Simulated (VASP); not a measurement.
# NbP: single point with PBE

Crystal: NbP.

```xyz
4
Lattice="-1.6749 1.6749 5.7401 1.6749 -1.6749 5.7401 1.6749 1.6749 -5.7401" Properties=species:S:1:pos:R:3 pbc="T T T"
Nb    0.0000    0.0000    8.6088
Nb    1.6749    0.0000    5.7387
P     0.0000    0.0000    3.8200
P     1.6749    0.0000    0.9500
```

The cell is a database's computed one.

```yaml
Program: VASP 6.6.1
Task: single point
Functional: PBE
Potentials_or_basis: VASP PAW PBE potentials, release 64 (Nb_sv, P)
Cutoff: 600 eV
k_mesh: 12 × 12 × 12
Occupations: gaussian, width 0.1 eV
Spin: no spin polarisation
```

* Pressure: -1.4 GPa
* Largest force: 0.015 eV/Å
* Band gap on the k mesh: none (metal or under the smearing width)

Forces on the atoms (eV/Å):
```
Nb   0.000  0.000  0.015
Nb   0.000  0.000  0.015
P    0.000  0.000 -0.015
P    0.000  0.000 -0.015
```

Stress tensor (GPa, compression positive):
```
-1.34  0.00  0.00
 0.00 -1.34  0.00
 0.00  0.00 -1.62
```

Levels at points of the mesh, in eV from the Fermi level:
| k point | band 14 | band 15 | band 16 | band 17 | band 18 | band 19 | band 20 | band 21 | band 22 | band 23 |
| --- | --- | --- | --- | --- | --- | --- | --- | --- | --- | --- |
| (0.00, 0.00, 0.00) | -2.22 | -2.12 | -1.70 | -1.35 | -1.35 | 0.84 | 1.60 | 2.65 | 3.14 | 3.14 |
| (0.50, 0.00, 0.00) | -3.19 | -2.30 | -1.87 | -1.50 | -0.12 | 0.08 | 1.31 | 2.44 | 2.63 | 3.26 |
| (0.50, 0.50, 0.00) | -4.61 | -2.84 | -2.84 | -0.42 | -0.42 | 2.96 | 2.96 | 3.06 | 3.06 | 4.02 |
| (0.50, 0.50, 0.50) | -2.69 | -2.65 | -2.65 | -0.52 | -0.52 | 1.19 | 1.19 | 2.30 | 2.30 | 3.56 |

Wall time 15 min on 1 thread of Intel(R) Xeon(R) Platinum 8259CL CPU @ 2.50GHz (Skylake/Cascade Lake), on a shared host, peak memory 0.53 GiB.
